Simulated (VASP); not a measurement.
Input:

```yaml
crystal:
  lattice:
    - [0.00000, 2.72074, 2.72074]
    - [2.72074, 0.00000, 2.72074]
    - [2.72074, 2.72074, 0.00000]
  atoms:
    - { symbol: Ge, position: [0.00000, 0.00000, 0.00000] }
    - { symbol: Se, position: [0.50000, 0.50000, 0.50000] }
```

Method: PBEsol GGA, VASP's PBE PAW potentials (set 64) (plane waves; VASP). Numerical set-up: 500 eV cut-off, 8×8×8 Γ-centred mesh, Gaussian smearing of 0.050 eV, potentials Ge_d Se.

Task: What does the run give for the energy per atom (σ→0), pressure, band gap (on the k-mesh) with the smallest direct gap where there is one?

Result: 
The band gap (on the k-mesh) is 0.53 eV, the smallest direct gap (on the k-mesh) is 0.53 eV and the energy per atom (σ→0) is -4.612 eV/atom. The pressure is 5.14 GPa.

Total energies compare only between runs with the same potentials, cut-off and functional.

The structure was generated: GeSe was put into the rock salt type (Fm-3m), which need not be its known phase. It was relaxed first under an external pressure of 5 GPa.
